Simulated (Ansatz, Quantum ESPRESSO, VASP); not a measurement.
**TlBi2 (P6/mmm, 3 atoms in the cell) computed with different codes at matched settings**

Self-consistent single point.

```
CELL_PARAMETERS angstrom
      5.70866     0.00000     0.00000
     -2.85433     4.94384     0.00000
      0.00000     0.00000     3.39376
ATOMIC_POSITIONS crystal
  Tl 0.00000 0.00000 0.00000
  Bi 0.66667 0.33333 0.50000
  Bi 0.33333 0.66667 0.50000
```

All programs got the same cell, k-point mesh and kind of occupations (in Ansatz's words: kpoints.mp_grid.grid = 6 6 8; scf.occupations.method = gaussian; scf.occupations.width = 0.01 Ry); potentials, basis and cutoffs are each program's usual ones.

```json
[
 {"code": "Quantum ESPRESSO", "model": "LDA (PW92), PseudoDojo standard norm-conserving (LDA) pseudopotentials", "pressure (GPa)": "-3.33", "cutoff": "70 Ry"},
 {"code": "VASP", "model": "LDA (PZ), VASP's LDA PAW potentials (set 64)", "pressure (GPa)": "-3.69", "cutoff": "300 eV"},
 {"code": "Ansatz", "model": "LDA (PW92), PAW files made with PBE", "pressure (GPa)": "-3.25", "cutoff": "30.9 Ry"}
]
```

The spread over the programs that give each value: pressure within 0.44 GPa.

The starting cell comes from a database of computed structures (which also holds hypothetical and non-ambient phases and stackings), without a prior relaxation at this level. On Ansatz's run: Spin-orbit coupling is off. In the base run, with a pressure of about -3 GPa the cell is away from its equilibrium volume at this level.

Problem. Why do the programs differ, and what cannot be compared?

Solution. Differences of this kind can come from the potentials, where these differ, and from what each basis and cutoff leave unconverged. The zero of total energies and Fermi levels follows the potentials and each program's conventions, so they are not compared here. Ansatz's pressure is given at a fixed set of plane waves, as the other plane-wave codes print theirs. Ansatz's smearing width was typed in Ry to four decimals, so it matches the others to a few per cent. The same LDA comes in different parametrisations, which differ slightly.

VASP's run is marked for a possible Pulay error in its stress at this cutoff; no cutoff test was made.

Left out of this page: ABINIT, GPAW, CP2K, Elk, FLEUR and SIESTA (not drawn, or without a comparable value).

Ansatz is an electronic-structure program.

Keys are those of Ansatz 0.2.
